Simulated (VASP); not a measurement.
The system is Hf2PbO3.

```
CELL_PARAMETERS angstrom
5.14352 0.00000 0.00000
-2.57176 4.45442 0.00000
0.00000 0.00000 4.17859
ATOMIC_POSITIONS crystal
Hf 0.33333 0.66667 0.00000
Hf 0.66667 0.33333 0.00000
Pb 0.00000 0.00000 0.00000
O 0.50000 0.00000 0.50000
O 0.50000 0.50000 0.50000
O 0.00000 0.50000 0.50000
```

The cell was built by a generator and needn't be a form met in nature.

The cell isn't the ideal one: species swapped into the LaAl2Ag3 type (P6/mmm, No. 191).

| Quantity | Value |
| --- | --- |
| Program | VASP 6.6.1 |
| Task | relaxation of cell and atoms |
| Functional | PBE |
| Potentials or basis | VASP PAW PBE potentials, release 64 (Hf_pv, Pb_d, O) |
| Cutoff | 600 eV |
| k mesh | 6 × 6 × 4 |
| Occupations | gaussian, width 0.1 eV |
| Spin | no spin polarisation |

At the start: pressure -13.1 GPa; volume 15.96 Å³/atom.

Task: How do energy, volume and symmetry change on relaxing?

Result: Over 9 steps the energy falls by 1372.6 meV/atom and the volume is 13.69 Å³/atom (-14.2 %); space group P6/mmm (No. 191, to 0.05 Å).

The path:
| step | energy change (eV) | largest force (eV/Å) | pressure (GPa) | volume (Å³) |
| --- | --- | --- | --- | --- |
| 1 | 0.0000 | 0.0000 | -13.06 | 95.74 |
| 2 | -7.2741 | 0.0000 | 28.17 | 73.91 |
| 3 | -8.1021 | 0.0000 | 9.78 | 78.04 |
| 4 | -8.1085 | 0.0000 | 7.95 | 78.56 |
| 5 | -8.1578 | 0.0000 | -6.78 | 85.74 |
| 6 | -8.2284 | 0.0000 | -1.07 | 82.50 |
| 7 | -8.2284 | 0.0000 | -0.87 | 82.42 |
| 8 | -8.2342 | 0.0000 | 0.62 | 81.98 |
| 9 | -8.2357 | 0.0000 | 0.16 | 82.12 |

Final structure:
```cif
data_structure
_symmetry_space_group_name_H-M 'P 1'
_symmetry_Int_Tables_number 1
_cell_length_a 5.5569
_cell_length_b 5.5569
_cell_length_c 3.0707
_cell_angle_alpha 90.000
_cell_angle_beta 90.000
_cell_angle_gamma 120.000
_cell_volume 82.12
loop_
_atom_site_label
_atom_site_type_symbol
_atom_site_fract_x
_atom_site_fract_y
_atom_site_fract_z
_atom_site_occupancy
Hf1 Hf 0.33333 0.66667 0.00000 1
Hf2 Hf 0.66667 0.33333 0.00000 1
Pb1 Pb 0.00000 0.00000 0.00000 1
O1 O 0.50000 0.00000 0.50000 1
O2 O 0.50000 0.50000 0.50000 1
O3 O 0.00000 0.50000 0.50000 1
```

Caveat: the k mesh is coarse (spacing up to 0.38 Å⁻¹), so the values aren't converged.
